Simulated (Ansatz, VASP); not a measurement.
## Ca2Be: VASP beside Ansatz

```xyz
3
Lattice="5.2472 0.0000 0.0000 -2.6236 4.5442 0.0000 0.0000 0.0000 3.2237" Properties=species:S:1:pos:R:3 pbc="T T T"
Ca    0.0000    3.0295    1.6119
Ca    2.6236    1.5147    1.6119
Be    0.0000    0.0000    0.0000
```

Alike in both runs: functional PBE; k mesh 6 × 6 × 4; occupations gaussian, width 0.1 eV; no spin polarisation.

Ansatz relaxed the structure, and its values are those at the end. VASP's run is a single point on that final structure, the one shown.

|  | VASP | Ansatz |
| --- | --- | --- |
| version | VASP 6.6.1 | Ansatz 0.2.0 |
| potentials or method | VASP PAW PBE potentials, release 64 (Ca_sv, Be) | scalar-relativistic, plane waves, PAW |
| plane-wave cutoff (eV) | 520 | 420 |
| valence electrons in the cell | 22 | 22 |

Ansatz gave:

| Quantity | Value |
| --- | --- |
| gap on the k mesh at the Fermi level (eV) | none |
| pressure (GPa) | 0.0 |

Which values does VASP return?

gap on the k mesh at the Fermi level (eV): none; pressure (GPa): 0.1.

A gap of «none» marks a metal or a gap that the smearing closes.

Caveats: the k mesh is coarse (spacing up to 0.49 Å⁻¹), so the values aren't converged.
